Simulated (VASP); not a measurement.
Consider the following.

```
AuCu
1.0
    2.85847     0.00000     0.00000
    0.00000     2.85847     0.00000
    0.00000     0.00000     3.75635
Cu Au
1 1
Direct
  0.00000   0.00000   0.00000
  0.50000   0.50000   0.50000
```

Level of theory: revPBE GGA, VASP's PBE PAW potentials (set 64) (plane waves; VASP 6.6.1). Settings: 520 eV cut-off, 14×14×11 Γ-centred mesh, tetrahedra with Blöchl corrections, potentials Cu Au.

Unless said otherwise, spin-orbit coupling is left out, though it shifts the bands of the heavy elements here.

Q: Tabulate the total density of states (states/eV per cell) against energy (eV; zero at the valence-band maximum or, without a gap, the Fermi level).

A: 
```
E (eV) | DOS (states/eV)
    -9.90 |  0.00
    -9.36 |  0.00
    -8.83 |  0.12
    -8.19 | # 0.21
    -7.66 | # 0.31
    -7.12 | # 0.43
    -6.59 | ### 1.03
    -6.06 | ########## 3.22
    -5.42 | ############# 4.20
    -4.88 | ######### 2.72
    -4.35 | ########### 3.46
    -3.82 | ############### 4.63
    -3.28 | ##### 1.56
    -2.64 | ####################### 7.11
    -2.11 | ############################## 9.47
    -1.57 | ############### 4.61
    -1.04 | ## 0.77
    -0.40 | ## 0.55
     0.13 | ## 0.61
     0.67 | ## 0.60
     1.20 | ## 0.55
     1.73 | ## 0.52
     2.37 | # 0.46
     2.90 | ## 0.49
     3.44 | ## 0.56
```
Within 2 eV below the Fermi level the largest weight inside VASP's projection spheres is Cu d, then Au d.

The compound is CuAu in the L1_0 structure. It was relaxed first, which changed the volume by +7 %.
